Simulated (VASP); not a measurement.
Given:

```yaml
crystal:
  lattice:
    - [3.79467, 0.00000, 0.00000]
    - [-1.89733, 3.28628, 0.00000]
    - [0.00000, 0.00000, 14.32910]
  atoms:
    - { symbol: Y, position: [0.66667, 0.33333, 0.50000] }
    - { symbol: N, position: [0.33333, 0.66667, 0.50000] }
```

The numbers are results of r2SCAN meta-GGA, VASP's PBE PAW potentials (set 64) (plane waves; VASP), not measurements. Numerical set-up: 520 eV cut-off, 9×9×1 Γ-centred mesh, tetrahedra with Blöchl corrections, potentials Y_sv N.

The cell holds a wide vacuum, so values per volume refer to the whole cell.

Q: What does the run give for the energy per atom (σ→0), band gap (over mesh and band path) with the smallest direct gap where there is one?

A: 
```
Property                                                Result
---------------------------------------------  ---------------
band gap (over mesh and band path)                     1.16 eV
smallest direct gap (over mesh and band path)          2.10 eV
energy per atom (σ→0)                          -15.663 eV/atom
```

The absolute energy has meaning only against runs of the same code, potentials and settings.

The cell is a sheet with vacuum, built from a generated structure.
